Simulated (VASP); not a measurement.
An input for Quantum ESPRESSO's pw.x (written as the equivalent of a VASP run, and not itself run):

```
&CONTROL
  calculation = 'vc-relax'
  pseudo_dir = './pseudo'
  outdir = './out'
  tprnfor = .true.
  tstress = .true.
  nstep = 30
  forc_conv_thr = 0.00039
/
&SYSTEM
  ibrav = 0
  nat = 2
  ntyp = 1
  ecutwfc = 72
  occupations = 'smearing'
  smearing = 'methfessel-paxton'
  degauss = 0.00735
  input_dft = 'pbe'
  vdw_corr = 'grimme-d3'
  dftd3_version = 4
  dftd3_threebody = .false.
/
&ELECTRONS
  conv_thr = 7.3e-09
  electron_maxstep = 100
/
&IONS
/
&CELL
  cell_dofree = 'shape'
/
ATOMIC_SPECIES
  Sn 118.710 Sn.upf
CELL_PARAMETERS angstrom
    -2.8640628    2.8640628    1.5553326
     2.8640628   -2.8640628    1.5553326
     2.8640628    2.8640628   -1.5553326
ATOMIC_POSITIONS crystal
  Sn   0.2500000  0.7500000  0.5000000
  Sn   0.0000000  0.0000000  0.0000000
K_POINTS automatic
  13 13 13 0 0 0
```

Problem. Translate this input to VASP (INCAR, KPOINTS, POSCAR, choice of POTCAR).

Solution. This is not unique; one that fits is 
File POSCAR:
```
Sn
1
   -2.8640628454     2.8640628454     1.5553325789
    2.8640628454    -2.8640628454     1.5553325789
    2.8640628454     2.8640628454    -1.5553325789
Sn
2
Direct
  0.2500000000   0.7500000000   0.5000000000
  0.0000000000   0.0000000000   0.0000000000
```

INCAR:
```
! general
SYSTEM   =  Sn
PREC     =  Accurate
ENCUT    =  520
LREAL    =  F
LASPH    =  T   ! aspherical one-centre terms

! electronic loop
EDIFF    =  1E-7   ! SCF stop (eV)
NELM     =  100
ALGO     =  Normal   ! blocked Davidson
LMAXMIX  =  4   ! l cut-off of mixed one-centre charges

! smearing
ISMEAR   =  1
SIGMA    =  0.1   ! width (eV)

! functional
GGA      =  PE   ! PBE
IVDW     =  12   ! D3, Becke-Johnson

! ions
IBRION   =  2   ! conjugate gradients
NSW      =  30   ! most ionic steps
ISIF     =  4
EDIFFG   =  -0.01   ! ionic stop

! output
LWAVE    =  F
LCHARG   =  F
```

### KPOINTS
```
Automatic mesh
0
Gamma
13 13 13
0 0 0
```

POTCAR, in this order: Sn_d (PBE.64 set). Program: vasp_std.

What does not carry over: the potentials are each code's own (VASP's PAW set, PseudoDojo norm-conserving files in pw.x), so ENCUT and ecutwfc are chosen apart and not converted; conv_thr bounds pw.x's estimated SCF error, while EDIFF bounds the energy change between steps; forc_conv_thr acts on force components and is met together with etot_conv_thr.

The compound is Sn in the beta structure. This cell is one point of a volume scan, at 0.94 of the reference volume.
